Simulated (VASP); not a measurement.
Write the native input for VASP 6.6.1 that does the following.

| Item | Value |
| --- | --- |
| Task | relaxation of cell and atoms |
| Functional | r2SCAN |
| Dispersion | rVV10 |
| Potentials or basis | VASP PAW PBE potentials, release 64 (Ag) |
| Cutoff | 600 eV |
| k mesh | 18 × 18 × 18 |
| Occupations | gaussian, width 0.1 eV |
| Spin | no spin polarisation |
| Further INCAR settings | ALGO = Normal; EDIFF = 1e-07; IBRION = 2; EDIFFG = -0.005; NSW = 90; ISIF = 3 |

The structure of Ag lies in POSCAR:

```
Ag
1.0
    0.0000000000      2.0675000000      2.0675000000
    2.0675000000      0.0000000000      2.0675000000
    2.0675000000      2.0675000000      0.0000000000
Ag
1
Direct
    0.0000000000      0.0000000000      0.0000000000
```

These files were run (other wordings do the same):

INCAR

```
SYSTEM = Ag
  PREC = Accurate
  ENCUT = 600
  EDIFF = 1E-7
  ISMEAR = 0
  SIGMA = 0.1
  LREAL = .False.
  LASPH = .True.
  NELM = 60
  ALGO = Normal
  ISIF = 3
  LWAVE = .False.
  LCHARG = .False.
  METAGGA = R2SCAN
  LMIXTAU = .True.
  LUSE_VDW = .True.
  IVDW_NL = 2
  BPARAM = 11.95
  CPARAM = 0.0093
  IBRION = 2
  NSW = 90
  EDIFFG = -0.005
```

KPOINTS

```
Automatic mesh
0
Gamma
  18 18 18
  0 0 0
```

Potentials or basis: VASP PAW PBE potentials, release 64 (Ag).

The run is started by

```console
$ cat potpaw_PBE.64/Ag/POTCAR > POTCAR
$ mpirun -np 1 vasp_std > vasp.out
```

It gave:

The relaxed volume is 17.01 Å³/atom, the relaxed cell is a = 2.887 Å, b = 2.887 Å, c = 2.887 Å, α = 60.00°, β = 60.00°, γ = 60.00° and the space group after relaxing (to 0.05 Å) is Fm-3m (No. 225). The energy gained by relaxing is 8.5 meV/atom and the ionic steps are 3. The pressure after relaxing is 0.0 GPa and the band gap on the k mesh is none (metal or under the smearing width).

Caveat: the PAW data sets were made with another functional, which shifts forces and pressure a little.

Run time: 2.9 min on 1 thread of Intel(R) Xeon(R) 6975P-C (Granite Rapids) (shared host), peak memory 0.26 GiB.
